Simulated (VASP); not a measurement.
An input for Ansatz (written as the equivalent of a VASP run, and not itself run):

Ansatz 0.2 input:
```yaml
crystal:
  lattice:
    - [2.9562302, -0.0001334, 0.0000834]
    - [-0.0000074, 4.7005758, -0.0013096]
    - [1.4777456, 0.2399566, 7.0636376]
  atoms:
    - { symbol: Ti, position: [0.6618855, 0.5205291, 0.6841589] }
    - { symbol: Ti, position: [0.3444846, 0.4803050, 0.3173462] }
    - { symbol: Ti, position: [0.0033759, 0.0004066, 0.0006824] }
    - { symbol: O, position: [0.5679599, 0.8154298, 0.8728501] }
    - { symbol: O, position: [0.2293255, 0.7025124, 0.5495954] }
    - { symbol: O, position: [0.9064714, 0.6918195, 0.1952420] }
    - { symbol: O, position: [0.1011876, 0.3089577, 0.8061579] }
    - { symbol: O, position: [0.7779980, 0.2981702, 0.4518069] }
    - { symbol: O, position: [0.4400116, 0.1852697, 0.1284601] }
kpoints:
  mp_grid: { grid: [7, 4, 3] }
hamiltonian:
  xc: pbesol
  pseudopotentials: { kind: paw }
scf:
  occupations: { method: gaussian, width: 0.05 }
  max_iter: 100
relax:
  max_steps: 60
  f_tol: 0.02
  cell: {}
output: { forces: true, stress: true, eigenvalues: true }
```

Task: Write the VASP files for the same calculation (PBEsol).

Result: One answer among several that fit: 
**INCAR**
```
ALGO  =  Normal
EDIFF  =  1E-6
EDIFFG  =  -0.02
ENCUT  =  520
GGA  =  PS
IBRION  =  2
ISIF  =  3
ISMEAR  =  0
LASPH  =  .True.
LCHARG  =  .False.
LMAXMIX  =  4
LREAL  =  .False.
LWAVE  =  .False.
NELM  =  100
NSW  =  60
PREC  =  Accurate
SIGMA  =  0.05
SYSTEM  =  TiO2
```

POSCAR:
```
TiO2
1.0
  2.9562301850  -0.0001333798   0.0000834365
 -0.0000073688   4.7005757795  -0.0013096221
  1.4777455844   0.2399566235   7.0636375625
Ti O
3 6
direct
  0.6618855182   0.5205291160   0.6841589146
  0.3444845704   0.4803050153   0.3173461778
  0.0033759185   0.0004065886   0.0006823913
  0.5679599299   0.8154297913   0.8728501417
  0.2293254542   0.7025124326   0.5495954396
  0.9064714031   0.6918195349   0.1952419726
  0.1011875990   0.3089576735   0.8061579114
  0.7779979947   0.2981701828   0.4518069290
  0.4400116121   0.1852696649   0.1284601219
```

**KPOINTS**
```
Automatic mesh
0
Gamma
7 4 3
0 0 0
```

POTCAR, in this order: Ti_sv O (PBE.64 set). Program: vasp_std.

What does not carry over: each code has its own PAW files, so the cut-off isn't converted (ENCUT is set for VASP's; basis.ecutwfc is left out, and Ansatz then takes the one that its files recommend); Ansatz stops its SCF on the density residual and VASP on the energy change (EDIFF).

The structure comes from a computed database's TiO2 entry; how it stands against other phases isn't given here. This run relaxes it. The start is the result of an earlier pass.
